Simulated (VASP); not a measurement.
Consider the following.

```
CELL_PARAMETERS angstrom
      2.30352    -3.98981     0.00000
      2.30352     3.98981     0.00000
      0.00000     0.00000     7.49112
ATOMIC_POSITIONS crystal
  Mg 0.66667 0.33333 0.49976
  Mg 0.33333 0.66667 0.99976
  Te 0.66667 0.33333 0.87624
  Te 0.33333 0.66667 0.37624
```

Computed with PW91 GGA, VASP's PBE PAW potentials (set 64) (plane waves; VASP 6.6.1). Settings: 520 eV cut-off, Gaussian smearing of 0.050 eV, potentials Mg Te.

Unless said otherwise, spin-orbit coupling is left out, though it shifts the bands of the heavy elements here.

Give the energies of bands 3 to 11 at the high-symmetry points, in eV from the valence-band maximum.

```json
[
 {"band": "3", "Γ": "-3.16", "M": "-3.00", "K": "-2.51", "A": "-1.95", "L": "-3.08", "H": "-2.88"},
 {"band": "4", "Γ": "-0.48", "M": "-2.55", "K": "-2.51", "A": "-1.95", "L": "-3.08", "H": "-2.88"},
 {"band": "5", "Γ": "-0.48", "M": "-1.91", "K": "-2.28", "A": "-0.26", "L": "-0.86", "H": "-1.87"},
 {"band": "6", "Γ": "-0.01", "M": "-1.19", "K": "-1.36", "A": "-0.26", "L": "-0.86", "H": "-1.87"},
 {"band": "7", "Γ": "-0.01", "M": "-0.96", "K": "-1.36", "A": "-0.26", "L": "-0.86", "H": "-0.61"},
 {"band": "8", "Γ": "0.00", "M": "-0.44", "K": "-1.32", "A": "-0.26", "L": "-0.86", "H": "-0.61"},
 {"band": "9", "Γ": "2.38", "M": "3.17", "K": "3.57", "A": "3.39", "L": "3.21", "H": "3.86"},
 {"band": "10", "Γ": "2.93", "M": "3.84", "K": "5.59", "A": "3.39", "L": "3.21", "H": "3.86"},
 {"band": "11", "Γ": "5.25", "M": "4.25", "K": "5.59", "A": "5.50", "L": "4.26", "H": "5.13"}
]
```

The gap is direct, 2.38 eV, from the valence maximum at Γ to the conduction minimum at Γ.

The compound is MgTe in the wurtzite structure. It was relaxed first.
